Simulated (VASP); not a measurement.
Method: PBEsol GGA, VASP's PBE PAW potentials (set 64) (plane waves; VASP).

A VASP calculation is set up with these files.

INCAR:
```
! general
SYSTEM   =  WC
PREC     =  Accurate
ENCUT    =  620
LREAL    =  F   ! projection in real space or not
LASPH    =  T   ! aspherical one-centre terms

! electronic loop
EDIFF    =  1E-6
NELM     =  100
ALGO     =  Normal   ! blocked Davidson
LMAXMIX  =  6   ! l cut-off of mixed one-centre charges

! smearing
ISMEAR   =  1   ! Methfessel-Paxton
SIGMA    =  0.1

! functional
GGA      =  PS   ! PBEsol

! ions
IBRION   =  2   ! conjugate gradients
NSW      =  40   ! most ionic steps
ISIF     =  3   ! ions, shape and volume
EDIFFG   =  -0.02   ! ionic stop
PSTRESS  =  50

! output
LWAVE    =  F
LCHARG   =  F
```

File POSCAR:
```
WC
1.0
  1.4442761558  -2.5015597568   0.0000000000
  1.4442761558   2.5015597568   0.0000000000
  0.0000000000   0.0000000000   2.8223380285
W C
1 1
Cart
  0.0000000000   0.0000000000   0.0000000000
  1.4442761558   0.8338549200   1.4111690142
```

File KPOINTS:
```
Automatic mesh
0
Gamma
14 14 13
0 0 0
```

POTCAR, in this order: W_sv C (PBE.64 set). Program: vasp_std.

The resulting files:

OSZICAR:
```
       N       E                     dE             d eps       ncg     rms          rms(c)
DAV:   1     0.120772334803E+03    0.12077E+03   -0.10881E+04  4368   0.174E+03
DAV:   2    -0.223342008970E+02   -0.14311E+03   -0.13940E+03  4963   0.413E+02
DAV:   3    -0.267569248900E+02   -0.44227E+01   -0.43699E+01  5347   0.650E+01
DAV:   4    -0.267999968459E+02   -0.43072E-01   -0.43048E-01  4798   0.684E+00
DAV:   5    -0.268003290525E+02   -0.33221E-03   -0.33220E-03  5151   0.630E-01    0.343E+01
DAV:   6    -0.240012123510E+02    0.27991E+01   -0.85968E+00  4963   0.307E+01    0.972E+00
DAV:   7    -0.239295995383E+02    0.71613E-01   -0.35584E-01  4543   0.546E+00    0.643E+00
DAV:   8    -0.238983464641E+02    0.31253E-01   -0.67476E-02  4878   0.231E+00    0.774E-01
DAV:   9    -0.238973014446E+02    0.10450E-02   -0.39072E-03  4676   0.464E-01    0.140E-01
DAV:  10    -0.238971689682E+02    0.13248E-03   -0.28258E-04  4998   0.234E-01    0.625E-02
DAV:  11    -0.238971671584E+02    0.18098E-05   -0.24664E-05  4883   0.460E-02    0.100E-02
DAV:  12    -0.238971661700E+02    0.98842E-06   -0.42032E-06  4628   0.181E-02
   1 F= -.23260723E+02 E0= -.23260721E+02  d E =-.232607E+02
```

File OUTCAR:
```
------------------------ aborting loop because EDIFF is reached ----------------------------------------
  FORCE on cell =-STRESS in cart. coord.  units (eV):
  Direction    XX          YY          ZZ          XY          YZ          ZX
  --------------------------------------------------------------------------------------
  Total        0.6237076      0.6237077      0.6337563      0.0000000      0.0000000      0.0000000
  in kB       48.9994830     48.9994859     49.7889228      0.0000000      0.0000000      0.0000000
  external PRESSURE =      -0.7373694 kB  Pullay stress =      50.0000000 kB
  volume of cell :       20.39
      direct lattice vectors                 reciprocal lattice vectors
     1.444276156 -2.501559757  0.000000000     0.346194180 -0.199875297  0.000000000
     1.444276156  2.501559757  0.000000000     0.346194180  0.199875297  0.000000000
     0.000000000  0.000000000  2.822338028     0.000000000  0.000000000  0.354316170
 POSITION                                       TOTAL-FORCE (eV/Angst)
 -----------------------------------------------------------------------------------
      0.00000      0.00000      0.00000        -0.000000      0.000000      0.000000
      1.44428      0.83385      1.41117         0.000000      0.000000      0.000000
 -----------------------------------------------------------------------------------
    total drift:                                0.000000     -0.000376      0.000000
  FREE ENERGIE OF THE ION-ELECTRON SYSTEM (eV)
  ---------------------------------------------------
  free  energy   TOTEN  =       -23.8971661700 eV

  energy  without entropy=      -23.8971601799  energy(sigma->0) =      -23.89716417
  enthalpy is  TOTEN    =       -23.2607230909 eV   P V=        0.6364430791

 reached required accuracy - stopping structural energy minimisation
```
(Selected blocks of OUTCAR.)

The compound is WC in the wc structure. It was relaxed first under an external pressure of 5 GPa.
